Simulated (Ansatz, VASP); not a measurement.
# TiO2 (Rutile) in two plane-wave programs, part 2 of 2

One calculation is typed for both programs; each brings its own data sets. How far apart do they land? The cell is taken from a series of runs on this material, whose earlier steps may have relaxed, scaled, displaced or heated it; both programs get it as it stands.

VASP 6.6.1 and Ansatz 0.2.0.

So far: The structure; VASP: zone-centre phonons, PBE with D3(BJ).

**3. Ansatz: zone-centre phonons, PBE with D3(BJ)**

Level of this step: Ansatz beside VASP: Kohn-Sham DFT, plane waves, PBE with D3(BJ) (Ansatz).

Ansatz runs on its default PAW (the set named soft_2) files.

The same cell, functional and mesh now go to Ansatz, which takes its cutoff from its data sets.

File input.yaml:

```yaml
crystal:
  lattice:
    - [4.6081429058, 0.0, 0.0]
    - [0.0, 4.6081429058, 0.0]
    - [0.0, 0.0, 2.9542917062]
  atoms:
    - { symbol: Ti, position: [0.0, 0.0, 0.0] }
    - { symbol: Ti, position: [0.5, 0.5, 0.5] }
    - { symbol: O, position: [0.3043774379, 0.3043774379, 0.0] }
    - { symbol: O, position: [0.1956225621, 0.8043774379, 0.5] }
    - { symbol: O, position: [0.6956225621, 0.6956225621, 0.0] }
    - { symbol: O, position: [0.8043774379, 0.1956225621, 0.5] }
kpoints:
  mp_grid: { grid: [6, 6, 8] }
hamiltonian:
  xc: pbe
  dispersion: d3bj
scf:
  occupations: { method: fixed }
output:
  eigenvalues: true
phonons:
  method: dfpt
  dielectric: true
  rigid_motions: translations
```

Launch:

```sh
ansatz run input.yaml --threads 4 --pin off --max-ram 8192MiB --backend cpu --events-out ev --progress --plain --runs-dir out
```

Numbers of over 12 decimals in the logs are rounded to 6 here.

The program printed:

```text
Engine: ansatz 0.2.0, x86_64-unknown-linux-gnu
Pseudopotentials: kind: paw
Pseudopotential: Ti, paw, valence charge 12, recommended cutoff 420 eV (normal), Ti.paw.azcp
Pseudopotential: O, paw, valence charge 6, recommended cutoff 420 eV (normal), O.paw.azcp
Functional definition: PBE
  parameter kappa = 0.804
  parameter beta = 0.066725
  exchange = pbe_x(kappa = kappa, mu = beta*pi^2/3)
  correlation = pbe_c(beta = beta)
Crystal: 6 atoms, lattice volume = 62.734 Å³
Basis set: ecut = 420 eV, 1217 PW (Γ), exchange–correlation on 64×64×40 points (8 copies of the dense FFT grid, shifted against one another)
Bands: 30, of which v1, the nominal top of the filled ones, is band 24 counted from 1 (23 counted from 0)
Symmetry: 16 space group operations
k-points: 148 of 288 (irreducible under 1 space group operation, time reversal used)
Non-local potential: Ti, projectors of the file, l = 0: 3, l = 1: 2, l = 2: 3, l = 3: 1
Non-local potential: O, projectors of the file, l = 0: 2, l = 1: 2, l = 2: 1
PAW form: soft (Blöchl's): semilocal exchange-correlation on the pseudo side does not see the compensation charge
PAW one-centre angular grid: Ti, 590 points (default); XC on 64 Gauss nodes
PAW one-centre angular grid: O, 110 points (default); XC on 64 Gauss nodes
Initial density: superposition of atomic densities (neutral atoms: chi_scale 0, normalization atom), corrected by the library's trained network
Initial wavefunctions: pseudopotential atomic-orbital guess
Functional: x = pbe(κ = 0.804, μ = 0.219515), c = pbe(β = 0.066725)
SCF iter   1: F=—  HF=-7278.774912 eV  |F-HF|=—  |Δ(HF+E_count)|=         —  Δρ=2.18e-3  dr2=1.88e-3  ethr=1.77e-3  ⟨swp⟩=3.7  Hψ=16534  notcnv=0  defer=310
preconditioner: auto → Resta (q_TF=auto, 2.609 Å⁻¹)  ε∞=9.0  [insulator: Δε(μ)=1.846 eV  Ē_g=9.395 eV  n_scr=18 (ndim 8)  ℏωp=26.5 eV  f_vac=0.019  ε∞_Penn≈9.0]
SCF iter   2: F=—  HF=-7278.775604 eV  |F-HF|=—  |Δ(HF+E_count)|=   6.91e-4  Δρ=1.30e-3  dr2=5.62e-4  ethr=3.92e-6  ⟨swp⟩=2.6  Hψ=8620  notcnv=0  defer=592
SCF iter   3: F=—  HF=-7278.775842 eV  |F-HF|=—  |Δ(HF+E_count)|=   2.38e-4  Δρ=6.42e-4  dr2=1.49e-4  ethr=1.17e-6  ⟨swp⟩=2.0  Hψ=6293  notcnv=0  defer=592
SCF iter   4: F=—  HF=-7278.775983 eV  |F-HF|=—  |Δ(HF+E_count)|=   1.41e-4  Δρ=2.58e-4  dr2=2.85e-5  ethr=3.10e-7  ⟨swp⟩=2.7  Hψ=6430  notcnv=0  defer=227
SCF iter   5: F=—  HF=-7278.776010 eV  |F-HF|=—  |Δ(HF+E_count)|=   2.68e-5  Δρ=5.53e-5  dr2=1.89e-6  ethr=5.93e-8  ⟨swp⟩=2.1  Hψ=6207  notcnv=0  defer=216
SCF iter   6: F=—  HF=-7278.776012 eV  |F-HF|=—  |Δ(HF+E_count)|=   1.77e-6  Δρ=7.86e-6  dr2=6.39e-8  ethr=3.93e-9  ⟨swp⟩=2.0  Hψ=6160  notcnv=0  defer=216
SCF iter   7: F=—  HF=-7278.776012 eV  |F-HF|=—  |Δ(HF+E_count)|=   3.32e-8  Δρ=2.43e-6  dr2=3.80e-9  ethr=1.33e-10  ⟨swp⟩=2.0  Hψ=6424  notcnv=0  defer=216
SCF iter   8: F=-7278.776012 eV  HF=-7278.776012 eV  |F-HF|=1.27e-10  |Δ(HF+E_count)|=   4.49e-9  Δρ=3.86e-7  dr2=6.50e-11  ethr=1.00e-12  ⟨swp⟩=9.9  Hψ=26808  notcnv=0
SCF 1 converged in 8 iterations: F = -7278.776012 eV  dr2 = 6.50e-11
  greatest PAW one-centre occupation: 0.999 electrons in one spin orbital (limit 2), on the Ti atom at site 1 (counted from 0), in its partial waves of l = 0
DFPT response loops at Γ: preconditioner auto → Resta (q_TF=auto, 2.609 Å⁻¹)  ε∞=5.7 (no band partly filled); β = 1.00, the filter's whole step (`scf.mixing.beta` (0.50) is not read by the response loops at its default; to damp them type it under 1.00, their step now; it binds the ground state too); Broyden in place of MSR1
── the response to a field inside a basis, on 6×6×8 k-points: an SCF that follows is theirs, and a resumed run solves both again ──
Bands: 25, of which v1, the nominal top of the filled ones, is band 24 counted from 1 (23 counted from 0)
k-points: 24 of 288
Initial density: handed on by an earlier stage of this run
Initial wavefunctions: pseudopotential atomic-orbital guess (no wavefunctions were taken with the density)
Eigensolver: Dense (24 Hₖ)
SCF iter   1: F=—  HF=-7278.763613 eV  |F-HF|=—  |Δ(HF+E_count)|=         —  Δρ=5.08e-4  dr2=2.90e-5  ethr=1.00e-1
preconditioner: auto → Resta (q_TF=auto, 2.609 Å⁻¹)  ε∞=10.4  [insulator: Δε(μ)=2.038 eV  Ē_g=8.660 eV  n_scr=18 (ndim 8)  ℏωp=26.5 eV  f_vac=0.020  ε∞_Penn≈10.4]
SCF iter   2: F=—  HF=-7278.763621 eV  |F-HF|=—  |Δ(HF+E_count)|=   7.53e-6  Δρ=2.51e-4  dr2=1.86e-5  ethr=6.05e-8
SCF iter   3: F=—  HF=-7278.763623 eV  |F-HF|=—  |Δ(HF+E_count)|=   2.36e-6  Δρ=1.32e-4  dr2=2.59e-6  ethr=3.87e-8
SCF iter   4: F=-7278.763624 eV  HF=-7278.763624 eV  |F-HF|=5.35e-9  |Δ(HF+E_count)|=   6.08e-7  Δρ=1.43e-5  dr2=7.20e-8  ethr=5.40e-9
SCF 1 converged in 4 iterations: F = -7278.763624 eV  dr2 = 7.20e-8
DFPT response loops at Γ: preconditioner auto → Resta (q_TF=auto, 2.609 Å⁻¹)  ε∞=5.4 (no band partly filled); β = 1.00, the filter's whole step (`scf.mixing.beta` (0.50) is not read by the response loops at its default; to damp them type it under 1.00, their step now; it binds the ground state too); Broyden in place of MSR1
SCF converged after 8 iterations
Free energy (F): -7278.776012 eV
Harris-Foulkes:  -7278.776012 eV  (|F-HF|=1.27e-10)
Internal energy: -7278.776012 eV  (E = F + TS)
E sigma→0 (E₀):  -7278.776012 eV
Fermi energy:    9.058668 eV
--- Per-component energies (eV) ---
  E_band       = -394.399912
  E_kinetic    = 1246.606111
  E_local      = -3094.840682  (includes V_loc(G=0)·N_el)
  E_nonlocal   = 196.395520
  E_hartree    = 1178.478369
  E_xc         = -492.723165
  E_vxc        = -624.029179  (∫ρ·V_xc dr)
  E_paw        = -2721.854628  (= ΣΔE_a)
  E_vpaw       = -475.498447  (= ΣTr[D̂ρ^β])
  E_aug_tail   = 0.010139  (compensation charges beyond the density's cutoff)
  E_ewald      = -3589.362927
  E_disp       = -1.484748  (pairwise vdW)
  E_smearing   = -0.000000  (= −TS)
  E_closure    = 0.000000  (closes the sum)
  Σ components = -7278.776012   (vs F -7278.776012, Δ=0.00e0)
--- Band table (eV; the first three rows and the last of 148) ---
  k-point 0: bands = [... 20 lower, 8.3699, 8.6098, 8.6098, 9.0587, 10.9267, 11.2098, 11.4722, 11.5673, ... 2 higher]
  k-point 1: bands = [... 20 lower, 7.7472, 8.3030, 8.3030, 8.9831, 11.2941, 11.3555, 11.3731, 11.7609, ... 2 higher]
  k-point 2: bands = [... 20 lower, 7.2919, 7.5771, 7.5771, 8.6054, 11.2911, 11.6047, 11.8927, 12.1857, ... 2 higher]
  k-point 147: bands = [... 20 lower, 7.7858, 7.7858, 8.3877, 8.3877, 11.6583, 11.6583, 12.2612, 12.2612, ... 2 higher]
--- Phonons (Γ-DFPT): 4 representative perturbations + reference, on 148 of 288 k-points (Σ response iterations 15) ---
  k mesh reduced under 1 symmetry operation, with k and −k counted as one. Each operation leaves every solved perturbation unchanged. A smaller set is not considered because the run solves the response to a homogeneous field
  ASR residual: 1.329e-4 → 0.000e0 eV/Å²; symmetrization residual: 3.448e-6 eV/Å²
  pairwise dispersion correction: d3bj (s6 = 1.0, s8 = 0.7875, a1 = 0.4289, a2_bohr = 4.4407), with the weights of each atom's references fixed at the reference crystal's, and the forces and stress that the weights' published response gives there kept as a pressure on the atom's counted neighbours (hamiltonian.dispersion)
  ASR residual per site (eV/Å²): 7.61e-5 7.61e-5 1.33e-4 1.33e-4 1.33e-4 1.33e-4
  Γ frequencies (cm⁻¹): -35.33 0.00 0.00 0.00 54.39 63.39 63.39 136.97 366.76 366.76 372.68 420.70 441.38 441.38 475.45 475.45 583.54 792.54
  ε∞ (high-frequency dielectric tensor):
        7.358190     0.000000     0.000000
        0.000000     7.358190     0.000000
        0.000000     0.000000     8.785993
  softest optical mode at Γ: -35.33 cm⁻¹; the repairs (sum rule, projections) moved no ω² at Γ by more than (1.82 cm⁻¹)²
  Born effective charges Z* (e; rows j = field, columns β = displacement):
    site 0:
         6.28435    1.02081    0.00000
         1.02081    6.28435    0.00000
         0.00000    0.00000    7.66874
    site 1:
         6.28435   -1.02081    0.00000
        -1.02081    6.28435    0.00000
         0.00000    0.00000    7.66874
    site 2:
        -3.14217   -1.79910   -0.00000
        -1.79910   -3.14217   -0.00000
        -0.00000   -0.00000   -3.83437
    site 3:
        -3.14217    1.79910    0.00000
         1.79910   -3.14217   -0.00000
        -0.00000   -0.00000   -3.83437
    site 4:
        -3.14217   -1.79910   -0.00000
        -1.79910   -3.14217   -0.00000
        -0.00000   -0.00000   -3.83437
    site 5:
        -3.14217    1.79910    0.00000
         1.79910   -3.14217   -0.00000
        -0.00000   -0.00000   -3.83437
  Z* charge neutrality: 7.346e-3 e pre-enforcement
  solved inside a basis spanned on kpoints, on 6×6×8 k-points, its susceptibility summed on 8×8×12: ε∞ is read to err by 2.7e-2, Z* by 3.9e-2 e (field_mesh: kpoints solves on kpoints); Z* is corrected for what the basis lacks
  optical modes at Γ without the LO–TO term, one row a degenerate level:
      ω (cm⁻¹)  modes    IR ((D/Å)²/amu)
        -35.33      1           141.4938
         54.39      1             0.0000
         63.39      2           186.8497
[...]
optical modes at Γ + LO–TO along q̂ = [1.0000, 0.0000, 0.0000]:
      ω (cm⁻¹)  modes    IR ((D/Å)²/amu)
[...]
optical modes at Γ + LO–TO along q̂ = [0.0000, 1.0000, 0.0000]:
      ω (cm⁻¹)  modes    IR ((D/Å)²/amu)
[...]
optical modes at Γ + LO–TO along q̂ = [0.0000, 0.0000, 1.0000]:
      ω (cm⁻¹)  modes    IR ((D/Å)²/amu)
[...]
366.76      2             8.5298
        372.68      1             0.0000
        420.70      1             0.0000
        441.38      2             0.0000
        475.45      2            34.0069
        583.54      1             0.0000
        739.10      1           141.4938
        792.54      1             0.0000
```

In the SCF lines HF is the Harris–Foulkes energy and dr2 the Hartree energy of the density residual, in eV; the loop may stop once dr2 is under the threshold and the program's other checks hold. Hψ counts applications of the Hamiltonian.

**4. Comparison**

Known differences besides the potentials themselves: fixed occupations in Ansatz, narrow Gaussian smearing in VASP; the cutoff is 420 eV in Ansatz and 600 eV in VASP; Ansatz takes the dispersion share of the force constants at frozen C6 weights, VASP differentiates the full forces; VASP uses finite displacements, Ansatz perturbation theory. Total energies have different zeros and are not compared.

Compared:

```csv
quantity,Ansatz,VASP,difference
"optical mode 1 (imaginary, printed as negative) (cm⁻¹)",-35.3,61.1,-96.4
optical mode 2 (cm⁻¹),54.4,71.7,-24.14 %
optical mode 3 to 4 (cm⁻¹),63.4,88.9,-28.72 %
optical mode 5 (cm⁻¹),137.0,133.2,+2.87 %
optical mode 6 to 7 (cm⁻¹),366.8,368.5,-0.49 %
optical mode 8 (cm⁻¹),372.7,376.0,-0.89 %
optical mode 9 (cm⁻¹),420.7,419.7,+0.24 %
optical mode 10 to 11 (cm⁻¹),441.4,444.9,-0.80 %
optical mode 12 to 13 (cm⁻¹),475.4,478.1,-0.56 %
optical mode 14 (cm⁻¹),583.5,588.9,-0.90 %
optical mode 15 (cm⁻¹),792.5,793.9,-0.17 %
```

Modes are paired by rising frequency, not by their patterns, so a pair may set unlike modes beside each other; they are those without the splitting of longitudinal modes.

**5. Outcome**

```yaml
r_m_s_difference_of_the_optical_zone_centre_modes_each_program_s_sorted_by_frequency_zone_centre_phonons_pbe_with_d3_bj: 27 cm⁻¹
difference_in_optical_mode_3_to_4_zone_centre_phonons_pbe_with_d3_bj: -28.7 %
```

**Reading.** The r.m.s. difference of the optical zone-centre modes, each program's sorted by frequency is 27 cm⁻¹ (zone-centre phonons, PBE with D3(BJ)). Among the rows given in per cent, the largest difference of the zone-centre phonons, PBE with D3(BJ) pair is in optical mode 3 to 4, -28.7 %. What causes the difference of the zone-centre phonons, PBE with D3(BJ) pair stays open here. Such differences can come from data sets, numerical settings and the points named under the comparisons, not from the functional's error against experiment.

[Lines on the potential files, build, host, timing and source positions are cut from VASP's logs without a mark.]

[Logs are printed without paths, hosts, clocks, repeated set-up lines and the standing remarks that a program may print on its own settings, such as how far it seeks lower states.]

[Hosts, paths, dates, database ids (printed as entryN), source tags and the programs' standing remarks are cut or masked in the printed files.]
